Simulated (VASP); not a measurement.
An input for Quantum ESPRESSO's pw.x (written as the equivalent of a VASP run, and not itself run):

```
&CONTROL
  calculation = 'vc-relax'
  pseudo_dir = './pseudo'
  outdir = './out'
  tprnfor = .true.
  tstress = .true.
  nstep = 40
  forc_conv_thr = 0.00078
/
&SYSTEM
  ibrav = 0
  nat = 1
  ntyp = 1
  ecutwfc = 92
  occupations = 'smearing'
  smearing = 'methfessel-paxton'
  degauss = 0.00735
  input_dft = 'pbesol'
/
&ELECTRONS
  conv_thr = 7.3e-08
  electron_maxstep = 100
/
&IONS
/
&CELL
/
ATOMIC_SPECIES
  Cu 63.546 Cu.upf
CELL_PARAMETERS angstrom
    -0.0000000    1.7843136    1.7843136
     1.7843136   -0.0000000    1.7843136
     1.7843136    1.7843136    0.0000000
ATOMIC_POSITIONS crystal
  Cu   0.0000000  1.0000000  0.0000000
K_POINTS automatic
  17 17 17 0 0 0
```

Question: Translate this input to VASP (INCAR, KPOINTS, POSCAR, choice of POTCAR).

Answer: Several could match; the one computed here: 
File KPOINTS:
```
Automatic
0
G
  17 17 17
0 0 0
```

File POSCAR:
```
Cu
1.0
  0.0000000000   1.7843135735   1.7843135735
  1.7843135735   0.0000000000   1.7843135735
  1.7843135735   1.7843135735   0.0000000000
Cu
1
Cart
  1.7843135735   0.0000000000   1.7843135735
```

### INCAR
```
GGA = PS
ENCUT = 500   ! plane-wave cut-off (eV)
ISIF = 3   ! ions, shape and volume
LCHARG = .False.
ALGO = Normal   ! blocked Davidson
LWAVE = .False.
NSW = 40   ! most ionic steps
SYSTEM = Cu
EDIFFG = -0.02   ! ionic stop
PREC = Accurate
ISMEAR = 1
EDIFF = 1E-6   ! SCF stop (eV)
IBRION = 2   ! conjugate gradients
SIGMA = 0.1   ! width (eV)
LASPH = .True.   ! aspherical one-centre terms
NELM = 100   ! most electronic steps
LMAXMIX = 4
LREAL = .False.   ! projection in real space or not
```

POTCAR, in this order: Cu (PBE.64 set). Program: vasp_std.

Limits of the translation: the potentials are each code's own (VASP's PAW set, PseudoDojo norm-conserving files in pw.x), so ENCUT and ecutwfc are chosen apart and not converted; conv_thr bounds pw.x's estimated SCF error, while EDIFF bounds the energy change between steps; forc_conv_thr acts on force components and is met together with etot_conv_thr.

The compound is Cu in the fcc structure. This run relaxes it. Symmetry was kept, so distortions that lower it aren't found.
